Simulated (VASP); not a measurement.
**LaAl2BRu2: single point with PBE**

LaAl2BRu2:

```
La B Al Ru
1.0
     5.22459    0.25804   -0.03467
    -0.29747    3.96386    1.20343
     0.16804    0.05306    5.46043
La B Al Ru
1 1 2 2
Direct
  0.13549 0.96701 0.54234
  0.23004 0.25792 0.03998
  0.42047 0.58716 0.25177
  0.66981 0.11580 0.18633
  0.95567 0.66503 0.11193
  0.63628 0.25676 0.68646
```

The cell was built by a generator and needn't be a form met in nature.

```json
{"Program": "VASP 6.6.1", "Task": "single point", "Functional": "PBE", "Potentials or basis": "VASP PAW PBE potentials, release 64 (La, B, Al, Ru_pv)", "Cutoff": "520 eV", "k mesh": "3 × 4 × 3", "Occupations": "fermi-dirac, width 0.05 eV", "Spin": "no spin polarisation", "Dipole correction": "no", "Further INCAR settings": "ALGO = Fast; EDIFF = 1e-06; NBANDS = 33"}
```

| Property | Result |
| --- | --- |
| Pressure | -7.7 GPa |
| Largest force | 2.808 eV/Å |
| Band gap on the k mesh | none (metal or under the smearing width) |

Forces on the atoms (eV/Å):
```
La  -0.620 -1.058  2.526
B   -0.160 -0.221 -0.540
Al   0.220  0.065 -0.953
Al   0.724  0.881 -0.263
Ru   0.184 -0.510 -0.475
Ru  -0.348  0.843 -0.294
```

Stress tensor (GPa, compression positive):
```
-10.36   1.88  -1.24
  1.88  -4.54   2.46
 -1.24   2.46  -8.10
```

Levels at points of the mesh, in eV from the Fermi level:
```tsv
k point	band 21	band 22	band 23	band 24	band 25	band 26	band 27	band 28
(0.00, 0.00, 0.00)	-1.10	-0.89	-0.57	-0.32	0.12	0.66	1.64	2.09
(0.00, 0.50, 0.00)	-0.91	-0.75	-0.40	-0.19	-0.06	0.21	1.33	2.04
```

It took 2.5 min on 1 thread of Intel(R) Xeon(R) Platinum 8488C (Sapphire Rapids), on a shared host, peak memory 0.28 GiB.

Caveat: the k mesh is coarse (spacing up to 0.40 Å⁻¹), so the values aren't converged. The run has no spin-orbit coupling, so splittings on La are missing.
